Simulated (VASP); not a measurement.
Input:

```
AlAs
1.0
    0.00000     2.83000     2.83000
    2.83000     0.00000     2.83000
    2.83000     2.83000     0.00000
Al As
1 1
Direct
  0.00000   0.00000   0.00000
  0.25000   0.25000   0.25000
```

The numbers are results of eigenvalue-self-consistent GW0 on PBE orbitals, VASP's PBE PAW potentials (set 64) (plane waves; VASP), not measurements. Run with PREC = Normal, 350 eV cut-off, 4×4×4 Γ-centred mesh, Gaussian smearing of 0.010 eV, potentials Al_GW As_GW.

The mesh is coarse and the basis finite, so the quasiparticle values are not converged.

NBANDS = 160, ENCUTGW = 200 eV, NOMEGA = 64, 4 updates of the levels in G. The PBE levels (eV) are:

```tsv
state	KS energy	filling
k1 (0.00, 0.00, 0.00), band 1	-8.40	2
k1 (0.00, 0.00, 0.00), band 2	3.47	2
k1 (0.00, 0.00, 0.00), band 3	3.47	2
k1 (0.00, 0.00, 0.00), band 4	3.47	2
k1 (0.00, 0.00, 0.00), band 5	5.51	0
k1 (0.00, 0.00, 0.00), band 6	7.73	0
k1 (0.00, 0.00, 0.00), band 7	7.73	0
k1 (0.00, 0.00, 0.00), band 8	7.73	0
k3 (0.50, 0.00, 0.00), band 1	-6.97	2
k3 (0.50, 0.00, 0.00), band 2	-2.12	2
k3 (0.50, 0.00, 0.00), band 3	2.64	2
k3 (0.50, 0.00, 0.00), band 4	2.64	2
k3 (0.50, 0.00, 0.00), band 5	5.59	0
k3 (0.50, 0.00, 0.00), band 6	8.12	0
k3 (0.50, 0.00, 0.00), band 7	8.12	0
k3 (0.50, 0.00, 0.00), band 8	11.20	0
k4 (0.25, 0.25, 0.00), band 1	-7.62	2
k4 (0.25, 0.25, 0.00), band 2	0.25	2
k4 (0.25, 0.25, 0.00), band 3	2.12	2
k4 (0.25, 0.25, 0.00), band 4	2.12	2
k4 (0.25, 0.25, 0.00), band 5	6.02	0
k4 (0.25, 0.25, 0.00), band 6	7.22	0
k4 (0.25, 0.25, 0.00), band 7	10.28	0
k4 (0.25, 0.25, 0.00), band 8	10.28	0
```

Give the quasiparticle energies and renormalisation factors Z.

```
state                          QP energy (eV)     Z
-----------------------------  --------------  ----
k1 (0.00, 0.00, 0.00), band 1           -9.20  0.65
k1 (0.00, 0.00, 0.00), band 2            2.69  0.77
k1 (0.00, 0.00, 0.00), band 3            2.69  0.77
k1 (0.00, 0.00, 0.00), band 4            2.69  0.77
k1 (0.00, 0.00, 0.00), band 5            5.90  0.77
k1 (0.00, 0.00, 0.00), band 6            7.87  0.76
k1 (0.00, 0.00, 0.00), band 7            7.87  0.76
k1 (0.00, 0.00, 0.00), band 8            7.87  0.76
k3 (0.50, 0.00, 0.00), band 1           -7.67  0.68
k3 (0.50, 0.00, 0.00), band 2           -3.05  0.70
k3 (0.50, 0.00, 0.00), band 3            1.82  0.76
k3 (0.50, 0.00, 0.00), band 4            1.82  0.76
k3 (0.50, 0.00, 0.00), band 5            5.78  0.77
k3 (0.50, 0.00, 0.00), band 6            8.23  0.76
k3 (0.50, 0.00, 0.00), band 7            8.23  0.76
k3 (0.50, 0.00, 0.00), band 8           11.04  0.74
k4 (0.25, 0.25, 0.00), band 1           -8.36  0.69
k4 (0.25, 0.25, 0.00), band 2           -0.55  0.74
k4 (0.25, 0.25, 0.00), band 3            1.27  0.76
k4 (0.25, 0.25, 0.00), band 4            1.27  0.76
k4 (0.25, 0.25, 0.00), band 5            6.06  0.77
k4 (0.25, 0.25, 0.00), band 6            7.35  0.77
k4 (0.25, 0.25, 0.00), band 7           10.45  0.73
k4 (0.25, 0.25, 0.00), band 8           10.45  0.73
```
On the mesh the gap opens from 1.41 to 2.13 eV.

The compound is AlAs in the zinc blende structure. The cell was not relaxed at this level. The k-mesh is coarse (spacing up to 0.48 per Å, 2π included), so the numbers may not be converged in it.
